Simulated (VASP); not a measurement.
Consider the following.

```
Ge
1.0
    0.00000     2.83732     2.83732
    2.83732     0.00000     2.83732
    2.83732     2.83732     0.00000
Ge
2
Direct
  0.00000   0.00000   0.00000
  0.25000   0.25000   0.25000
```

All values below come from PBEsol GGA, VASP's PBE PAW potentials (set 64) (plane waves; VASP). Run with 520 eV cut-off, 11×11×11 Γ-centred mesh, first-order Methfessel-Paxton smearing of 0.10 eV, potentials Ge_d.

Problem. Estimate the energy per atom (σ→0), band gap (on the k-mesh) with the smallest direct gap where there is one.

Solution. 
```yaml
band gap (on the k-mesh): none (metal, semimetal or under 0.01 eV)
energy per atom (σ→0): -4.936 eV/atom
```

Only differences to runs with the same potentials and settings are physical.

The compound is Ge in the diamond structure. It was relaxed first.
